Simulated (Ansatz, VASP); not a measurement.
# TaGe2P4 (TaGe2P4 monolayer) in two plane-wave programs, part 2 of 2

One calculation is typed for both programs; each brings its own data sets. How far apart do they land? The structure shown is the start of the Ansatz relaxation below; VASP solves that cell, so the two are compared at the walk's first step.

VASP 6.6.1 and Ansatz 0.2.0.

So far: Set-up; Ansatz: relaxation, PBE with D3(BJ).

### Step 3. VASP: single point, PBE with D3(BJ), start cell

Level of this step: PBE with D3(BJ), zero-moment start; plane waves and PAW (P, Ge_d, Ta_pv) (VASP).

The same cell, functional, mesh and smearing now go to VASP, with its own data sets.

Lines of VASP's logs that name or quote its potential files are left out, and so is its time.

File INCAR:

```
SYSTEM = TaGe2P4
PREC = Accurate
ENCUT = 410
EDIFF = 1E-06
NELM = 200
ISMEAR = -1
SIGMA = 0.05
LREAL = .FALSE.
ALGO = Normal
GGA = PE
IVDW = 12
NBANDS = 40
ISPIN = 2
MAGMOM = -0 0 0 -0 -0 -0 -0
LASPH = .TRUE.
LMAXMIX = 4
LORBIT = 11
LWAVE = .FALSE.
LCHARG = .FALSE.
ISIF = 2
LDIPOL = .TRUE.
IDIPOL = 3
DIPOL = 0.5 0.5 0.5
LVHAR = .TRUE.
GGA_COMPAT = .FALSE.
NELMDL = -8
KPAR = 2
```

File POSCAR:

```
TaGe2P4
1.0
    3.5800000000      0.0000000000      0.0000000000
   -1.7900000000      3.1003710000      0.0000000000
    0.0000000000      0.0000000000     48.9953530000
P Ge Ta
4 2 1
Direct
    0.0000000000      0.0000000000      0.4082019778
    0.3333333333      0.6666666667      0.4684846132
    0.3333333333      0.6666666667      0.5315153664
    0.0000000000      0.0000000000      0.5917980222
    0.3333333333      0.6666666667      0.4235823957
    0.3333333333      0.6666666667      0.5764175839
    0.0000000000      0.0000000000      0.4999999898
```

File KPOINTS:

```
Automatic mesh
0
Gamma
12 12 1
0 0 0
```

PAW data sets: P, Ge_d and Ta_pv (PBE family, release 64).

The run is started by

```
$ mpirun -np 2 vasp_std
```

Numbers of over 12 decimals in the logs are rounded to 6 here.

Log:

```text
[banner, memory and clock lines left out]
running    2 mpi-ranks, on    1 nodes
 distrk:  each k-point on    1 cores,    2 groups
 distr:  one band on    1 cores,    1 groups

 POSCAR found type information on POSCAR P GeTa
 POSCAR found :  3 types and       7 ions
 LDA part: xc-table for (Slater+PW92), standard interpolation
 POSCAR, INCAR and KPOINTS ok, starting setup
 FFT: planning ... GRIDC
 FFT: planning ... GRID_SOFT
 FFT: planning ... GRID
 WAVECAR not read
 entering main loop
       N       E                     dE             d eps       ncg     rms          rms(c)
DAV:   1     0.440591772370E+03    0.44059E+03   -0.24074E+04  3712   0.128E+03
DAV:   2     0.138549125045E+02   -0.42674E+03   -0.41306E+03  3656   0.310E+02
DAV:   3    -0.423106189851E+02   -0.56166E+02   -0.55745E+02  4448   0.126E+02
DAV:   4    -0.444045590550E+02   -0.20939E+01   -0.20753E+01  3776   0.306E+01
DAV:   5    -0.444945012128E+02   -0.89942E-01   -0.89850E-01  4560   0.533E+00
DAV:   6    -0.444967481908E+02   -0.22470E-02   -0.22466E-02  4480   0.747E-01
DAV:   7    -0.444968576333E+02   -0.10944E-03   -0.10944E-03  4712   0.151E-01
DAV:   8    -0.444968626011E+02   -0.49678E-05   -0.49675E-05  4496   0.304E-02    0.174E+01
DAV:   9    -0.425683842504E+02    0.19285E+01   -0.53901E+00  3448   0.109E+01    0.818E+00
DAV:  10    -0.423380626703E+02    0.23032E+00   -0.14830E+00  3984   0.637E+00    0.362E+00
DAV:  11    -0.422819457265E+02    0.56117E-01   -0.62218E-01  3752   0.383E+00    0.135E+00
DAV:  12    -0.422722060953E+02    0.97396E-02   -0.71324E-02  3624   0.122E+00    0.764E-01
DAV:  13    -0.422706686438E+02    0.15375E-02   -0.39072E-02  3752   0.786E-01    0.308E-01
DAV:  14    -0.422697582748E+02    0.91037E-03   -0.60503E-03  3688   0.504E-01    0.956E-02
[...]
DAV:  22    -0.422700647151E+02   -0.35786E-04   -0.28927E-06  2656   0.514E-03    0.128E-03
DAV:  23    -0.422700720689E+02   -0.73538E-05   -0.47917E-07  2688   0.207E-03    0.147E-03
DAV:  24    -0.422700756977E+02   -0.36287E-05   -0.68116E-08  2352   0.129E-03    0.784E-04
DAV:  25    -0.422700816958E+02   -0.59981E-05   -0.12020E-07  2416   0.915E-04    0.342E-04
DAV:  26    -0.422700848346E+02   -0.31388E-05   -0.62122E-08  2424   0.699E-04    0.318E-04
DAV:  27    -0.422700862697E+02   -0.14350E-05   -0.11642E-08  2264   0.477E-04    0.109E-04
DAV:  28    -0.422700879064E+02   -0.16367E-05   -0.19454E-08  2336   0.365E-04    0.178E-04
DAV:  29    -0.422700885017E+02   -0.59534E-06   -0.67222E-09  2208   0.315E-04
   1 F= -.44667245E+02 E0= -.44657747E+02  d E =-.189964E-01  mag=     0.0000
```

From OUTCAR (step 3):

```text
ion  position               nearest neighbor table
   1  0.000  0.000  0.408-   5 2.20   5 2.20   5 2.20
   2  0.333  0.667  0.468-   5 2.20   7 2.58   7 2.58   7 2.58
   3  0.333  0.667  0.532-   6 2.20   7 2.58   7 2.58   7 2.58
   4  0.000  0.000  0.592-   6 2.20   6 2.20   6 2.20
   5  0.333  0.667  0.424-   1 2.20   1 2.20   1 2.20   2 2.20
   6  0.333  0.667  0.576-   3 2.20   4 2.20   4 2.20   4 2.20
   7  0.000  0.000  0.500-   3 2.58   2 2.58   3 2.58   2 2.58   3 2.58   2 2.58

  LATTYP: Found a hexagonal cell.
 ALAT       =     3.5800000000
 C/A-ratio  =    13.6858527933

 Subroutine GETGRP returns: Found 12 space group operations
 (whereof 12 operations were pure point group operations)

The static configuration has the point symmetry D_3h.

 Found     19 irreducible k-points:

   k-points           NKPTS =     19   k-points in BZ     NKDIM =     19   number of bands    NBANDS=     40

   dimension x,y,z NGX =    24 NGY =   24 NGZ =  324
   dimension x,y,z NGXF=    48 NGYF=   48 NGZF=  648

   ENCUT  =  410.0 eV  30.13 Ry    5.49 a.u.   5.91  5.91 80.89*2*pi/ulx,y,z

   NELECT =      59.0000    total number of electrons

 k-points in reciprocal lattice and weights: Automatic mesh
   0.00000000  0.00000000  0.00000000       0.007
   0.08333333  0.00000000  0.00000000       0.042
   0.16666667  0.00000000  0.00000000       0.042
   0.25000000 -0.00000000  0.00000000       0.042
   0.33333333  0.00000000  0.00000000       0.042
   0.41666667 -0.00000000  0.00000000       0.042
   0.50000000 -0.00000000  0.00000000       0.021
   0.08333333  0.08333333  0.00000000       0.042
   0.16666667  0.08333333  0.00000000       0.083
[...]
0.33333333  0.25000000  0.00000000       0.083
   0.33333333  0.33333333  0.00000000       0.014

 dipolmoment           0.000000      0.000000      0.000015 electrons x Angstroem

 average (electrostatic) potential at core
       1 -91.2748       2 -90.2938       3 -90.2937       4 -91.2746       5 -82.4038
       6 -82.4036       7 -45.2020

 E-fermi :  -2.3721

 spin component 1
 k-point     1 :       0.0000    0.0000    0.0000
  band No.  band energies     occupation
    ...
     25      -4.0286      1.00000
     26      -4.0286      1.00000
     27      -3.1031      1.00000
     28      -2.8187      0.99987
     29      -2.8187      0.99987
     30      -2.2017      0.03204
     31      -1.1134      0.00000
     32      -0.7871      0.00000
     33      -0.0590      0.00000
     34      -0.0590      0.00000
    ...

 k-point     2 :       0.0833    0.0000    0.0000
  band No.  band energies     occupation
    ...
     25      -4.3151      1.00000
     26      -3.9656      1.00000
     27      -3.2019      1.00000
     28      -2.9495      0.99999
     29      -2.8877      0.99997
     30      -2.0394      0.00129
     31      -0.6778      0.00000
     32      -0.5711      0.00000
     33       0.0551      0.00000
     34       0.1124      0.00000
    ...

 k-point     3 :       0.1667    0.0000    0.0000
  band No.  band energies     occupation
    ...
     25      -4.7115      1.00000
     26      -3.7542      1.00000
     27      -3.5860      1.00000
     28      -3.2631      1.00000
     29      -3.1299      1.00000
     30      -2.1893      0.02520
     31      -0.8007      0.00000
     32      -0.7914      0.00000
     33       0.4828      0.00000
     34       0.6480      0.00000
    ...

 k-point     4 :       0.2500   -0.0000    0.0000
  band No.  band energies     occupation
    ...
     26      -4.1777      1.00000
     27      -3.6192      1.00000
     28      -3.4344      1.00000
     29      -3.4010      1.00000
     30      -2.5347      0.96279
     31      -1.2377      0.00000
     32      -1.1483      0.00000
     33       0.4873      0.00000
     34       0.4978      0.00000
     35       1.2044      0.00000
    ...

 k-point     5 :       0.3333    0.0000    0.0000
  band No.  band energies     occupation
    ...
     26      -4.3001      1.00000
     27      -3.9205      1.00000
     28      -3.6405      1.00000
     29      -3.1012      1.00000
     30      -2.7635      0.99960
     31      -1.6226      0.00000
     32      -1.4897      0.00000
     33       0.3493      0.00000
     34       0.4579      0.00000
     35       1.2573      0.00000
    ...

 k-point     6 :       0.4167   -0.0000    0.0000
  band No.  band energies     occupation
    ...
     26      -4.2222      1.00000
     27      -4.1164      1.00000
     28      -3.8351      1.00000
     29      -2.9177      0.99998
     30      -2.8592      0.99994
     31      -1.7760      0.00001
     32      -1.7230      0.00000
     33       0.2243      0.00000
     34       0.5154      0.00000
     35       0.9308      0.00000
    ...

 Edisp (eV)   -2.39716

  Total       3.34073     3.34073     8.43508     0.00000     0.00000     0.00000
  in kB       9.84240     9.84240    24.85123     0.00000     0.00000     0.00000
  external pressure =       14.85 kB  Pullay stress =        0.00 kB

  energy-cutoff  :      410.00
  volume of cell :      543.82
      direct lattice vectors                 reciprocal lattice vectors
     3.580000000  0.000000000  0.000000000     0.279329609  0.161271022  0.000000000
    -1.790000000  3.100371000  0.000000000     0.000000000  0.322542044  0.000000000
     0.000000000  0.000000000 48.995353000     0.000000000  0.000000000  0.020410099

 POSITION                                       TOTAL-FORCE (eV/Angst)
 -----------------------------------------------------------------------------------
      0.00000      0.00000     20.00000        -0.000000     -0.000000     -3.124225
     -0.00000      2.06691     22.95357        -0.000000     -0.000000      3.096455
     -0.00000      2.06691     26.04178         0.000000     -0.000000     -3.096455
      0.00000      0.00000     28.99535        -0.000000     -0.000000      3.124225
     -0.00000      2.06691     20.75357         0.000000      0.000000      1.333928
     -0.00000      2.06691     28.24178         0.000000      0.000000     -1.333928
      0.00000      0.00000     24.49768        -0.000000      0.000000     -0.000000
 -----------------------------------------------------------------------------------
    total drift:                               -0.000001     -0.000002      0.001958

  FREE ENERGIE OF THE ION-ELECTRON SYSTEM (eV)
  ---------------------------------------------------
  free  energy   TOTEN  =       -44.6672454769 eV

  energy  without entropy=      -44.6482490839  energy(sigma->0) =      -44.65774728

 vacuum level on the upper side and lower side of the slab         2.728         2.728

 total charge
# of ion       s       p       d       tot
------------------------------------------
    1        1.042   1.562   0.000   2.604
    2        1.023   1.530   0.000   2.553
    3        1.023   1.530   0.000   2.553
    4        1.042   1.562   0.000   2.604
    5        1.102   1.435  10.147  12.683
    6        1.102   1.435  10.147  12.683
    7        0.284   6.164   2.272   8.719
--------------------------------------------------
tot          6.618  15.217  22.566  44.400

 magnetization (x)
# of ion       s       p       d       tot
------------------------------------------
    1       -0.000  -0.000   0.000  -0.000
    2       -0.000  -0.000   0.000  -0.000
    3       -0.000  -0.000   0.000  -0.000
    4       -0.000  -0.000   0.000  -0.000
    5        0.000   0.000   0.000   0.000
    6        0.000   0.000   0.000   0.000
    7        0.000   0.000   0.000   0.000
--------------------------------------------------
tot         -0.000  -0.000   0.000   0.000

[... 2 further parts left out ...]
```

This run allows spin, but its moments start at zero, where symmetry between the spins tends to hold them. Its electron count is odd, so without a moment it is a metal by construction.

### Step 4. Differences

Known differences besides the potentials themselves: Ansatz cuts the interaction across the vacuum, VASP repeats the sheet with a dipole correction; the data sets hold 61 valence electrons in Ansatz (on its default PAW (the set named soft_2) files) and 59 in VASP; the cutoff is 420 eV in Ansatz and 410 eV in VASP. Total energies have different zeros and are not compared.

Forces (eV/Å; atoms numbered as in POSCAR):

```csv
atom,"Ansatz x, y, z","VASP x, y, z"
P1,"0.000, 0.000, -3.141","0.000, 0.000, -3.124"
P2,"0.000, 0.000, 3.136","0.000, 0.000, 3.096"
P3,"0.000, 0.000, -3.136","0.000, 0.000, -3.096"
P4,"0.000, 0.000, 3.141","0.000, 0.000, 3.124"
Ge5,"0.000, 0.000, 1.315","0.000, 0.000, 1.334"
Ge6,"0.000, 0.000, -1.315","0.000, 0.000, -1.334"
Ta7,"0.000, 0.000, 0.000","0.000, 0.000, 0.000"
```

The forces differ by 14 meV/Å r.m.s., which is 1.0 % of the r.m.s. force of 1.419 eV/Å (both taken over all components). Moments aren't recorded for both runs of this pair, so they may hold unlike magnetic states. With vacuum in the cell, a pressure given here is an average over mostly empty space and none of the material.

### Step 5. Summary of results

| Property | Result |
| --- | --- |
| r.m.s. force difference (single point, PBE with D3(BJ), start cell) | 1.0 % of the r.m.s. force |

What this shows: The r.m.s. force difference is 1.0 % of the r.m.s. force (single point, PBE with D3(BJ), start cell), within the 3 % picked in this series as the mark of a large difference. The data sets hold unlike numbers of valence electrons (61 in Ansatz and 59 in VASP), so part of the differences comes from the potentials. 1 further run of this series is not shown here. How closely two codes agree says nothing of how well the functional describes the real material.

[Lines on the potential files, build, host, timing and source positions are cut from VASP's logs without a mark.]

[Logs are printed without paths, hosts, clocks, repeated set-up lines and the standing remarks that a program may print on its own settings, such as how far it seeks lower states.]

[Hosts, paths, dates, database ids (printed as entryN), source tags and the programs' standing remarks are cut or masked in the printed files.]
